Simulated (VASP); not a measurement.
Computed with r2SCAN meta-GGA, VASP's PBE PAW potentials (set 64) (plane waves; VASP 6.6.1).

The input files of a VASP run:

**KPOINTS**
```
Automatic mesh
0
Gamma
8 8 1
0 0 0
```

POSCAR:
```
NiSi2(111) slab
1.0
  3.8073433317   0.0000000000   0.0000000000
 -1.9036716659   3.2972558980   0.0000000000
  0.0000000000   0.0000000000  24.2550574193
Si Ni
6 3
Cart
  1.9036735695   1.0990842002   8.3589061510
 -0.0000019037   2.1981716978  11.3506817275
  0.0000000000   0.0000000000   9.7632469846
  0.0000000000   0.0000000000  14.4918104347
  1.9036735695   1.0990842002  12.9043756918
 -0.0000019037   2.1981716978  15.8961512683
 -0.0000019037   2.1981716978   9.0669372979
  0.0000000000   0.0000000000  12.1275287097
  1.9036735695   1.0990842002  15.1881201214
```

**INCAR**
```
! general
SYSTEM  = NiSi2(111) slab
PREC    = Normal
ENCUT   = 400
LREAL   = F
LASPH   = T

! electronic loop
EDIFF   = 1E-6
NELM    = 100
NELMIN  = 4
ALGO    = Normal
LMAXMIX = 4
LMIXTAU = T

! smearing
ISMEAR  = 1
SIGMA   = 0.1

! functional
METAGGA = R2SCAN

! output
LWAVE   = F
LCHARG  = F
LORBIT  = 11
LVHAR   = T

! other
LDIPOL  = T
IDIPOL  = 3
DIPOL   = 0.5 0.5 0.5
```

POTCAR, in this order: Si Ni (PBE.64 set). Program: vasp_std. Read from the step before: WAVECAR.

The run wrote:

### OUTCAR
```
 ion  position               nearest neighbor table
   1  0.667  0.333  0.345-   7 2.31   7 2.31   7 2.31   3 2.61   3 2.61   3 2.61
   2  0.333  0.667  0.468-   7 2.28   8 2.33   8 2.33   8 2.33   5 2.69   5 2.69   5 2.69   3 2.71
                             3 2.71   3 2.71
   3  0.000  0.000  0.403-   7 2.31   7 2.31   7 2.31   8 2.36   1 2.61   1 2.61   1 2.61   2 2.71
                             2 2.71   2 2.71
   4  0.000  0.000  0.597-   9 2.31   9 2.31   9 2.31   8 2.36   6 2.61   6 2.61   6 2.61   5 2.71
                             5 2.71   5 2.71
   5  0.667  0.333  0.532-   9 2.28   8 2.33   8 2.33   8 2.33   2 2.69   2 2.69   2 2.69   4 2.71
                             4 2.71   4 2.71
   6  0.333  0.667  0.655-   9 2.31   9 2.31   9 2.31   4 2.61   4 2.61   4 2.61
   7  0.333  0.667  0.374-   2 2.28   3 2.31   3 2.31   3 2.31   1 2.31   1 2.31   1 2.31
   8  0.000  0.000  0.500-   2 2.33   5 2.33   2 2.33   5 2.33   5 2.33   2 2.33   4 2.36   3 2.36
  LATTYP: Found a hexagonal cell.
 ALAT       =     3.8073433317
 C/A-ratio  =     6.3705989469
 Subroutine PRICEL returns:
 Original cell was already a primitive cell.
 Subroutine GETGRP returns: Found 12 space group operations
The static configuration has the point symmetry D_3d.
The dynamic configuration has the point symmetry D_3d.
 Subroutine INISYM returns: Found 12 space group operations
 Subroutine IBZKPT returns following result:
 Found     10 irreducible k-points:

...
```

OSZICAR:
```
       N       E                     dE             d eps       ncg     rms          rms(c)
DAV:   1    -0.898451552259E+02   -0.89845E+02   -0.67579E-04  1032   0.780E-01    0.979E-02
DAV:   2    -0.898455962691E+02   -0.44104E-03   -0.50129E-03   976   0.211E+00    0.221E-01
DAV:   3    -0.898450169402E+02    0.57933E-03   -0.21500E-03   944   0.141E+00    0.134E-02
DAV:   4    -0.898450222269E+02   -0.52867E-05   -0.12499E-04   920   0.105E-01    0.102E-02
DAV:   5    -0.898450155772E+02    0.66498E-05   -0.90250E-06   696   0.595E-02    0.339E-03
DAV:   6    -0.898450166508E+02   -0.10737E-05   -0.15280E-06   440   0.196E-02    0.199E-03
DAV:   7    -0.898450101990E+02    0.64518E-05   -0.19557E-06   440   0.202E-02    0.272E-03
DAV:   8    -0.898450187879E+02   -0.85889E-05   -0.10701E-06   416   0.193E-02    0.431E-04
DAV:   9    -0.898450147120E+02    0.40759E-05   -0.83623E-07   416   0.860E-03    0.634E-04
DAV:  10    -0.898450146065E+02    0.10545E-06   -0.16465E-07   336   0.456E-03
   1 F= -.89845015E+02 E0= -.89845272E+02  d E =0.772419E-03
```

**OUTCAR**
```
------------------------ aborting loop because EDIFF is reached ----------------------------------------
  FORCE on cell =-STRESS in cart. coord.  units (eV):
  Direction    XX          YY          ZZ          XY          YZ          ZX
  --------------------------------------------------------------------------------------
  Total       -2.6108930     -2.6108927     -0.1482148      0.0000000     -0.0000000      0.0000000
  in kB      -13.7379726    -13.7379714     -0.7798753      0.0000000     -0.0000000      0.0000000
  external PRESSURE =      -9.4186065 kB  Pullay stress =       0.0000000 kB
  volume of cell :      304.49
      direct lattice vectors                 reciprocal lattice vectors
     3.807343332  0.000000000  0.000000000     0.262650335  0.151641248  0.000000000
    -1.903671666  3.297255898  0.000000000     0.000000000  0.303282496  0.000000000
     0.000000000  0.000000000 24.255057419     0.000000000  0.000000000  0.041228515
 POSITION                                       TOTAL-FORCE (eV/Angst)
 -----------------------------------------------------------------------------------
      1.90367      1.09908      8.35891        -0.000000      0.000000     -0.003432
     -0.00000      2.19817     11.35068        -0.000000      0.000000     -0.016240
      0.00000      0.00000      9.76325        -0.000000      0.000000      0.008215
      0.00000      0.00000     14.49181        -0.000000      0.000000     -0.008215
      1.90367      1.09908     12.90438         0.000000     -0.000000      0.016240
     -0.00000      2.19817     15.89615         0.000000     -0.000000      0.003432
     -0.00000      2.19817      9.06694         0.000000      0.000000      0.013173
      0.00000      0.00000     12.12753        -0.000000      0.000000      0.000000
      1.90367      1.09908     15.18812         0.000000     -0.000000     -0.013173
 -----------------------------------------------------------------------------------
    total drift:                                0.000000      0.000000      0.000000
  FREE ENERGIE OF THE ION-ELECTRON SYSTEM (eV)
  ---------------------------------------------------
  free  energy   TOTEN  =       -89.8450146065 eV

  energy  without entropy=      -89.8457870259  energy(sigma->0) =      -89.84527208

 total charge

# of ion       s       p       d       tot
------------------------------------------
    1        0.805   0.804   0.000   1.609
    2        0.717   0.866   0.000   1.582
    3        0.706   0.888   0.000   1.595
    4        0.706   0.888   0.000   1.595
    5        0.717   0.866   0.000   1.582
    6        0.805   0.804   0.000   1.609
    7        0.579   0.792   8.453   9.824
    8        0.582   0.858   8.437   9.877
    9        0.579   0.792   8.453   9.824
--------------------------------------------------
tot          6.196   7.558  25.344  39.098
```
(Selected blocks of OUTCAR.)

The cell is a thin slab with vacuum, built from NiSi2 (fluorite): (111) face. The run is not spin-polarised, so no magnetic state was tried.
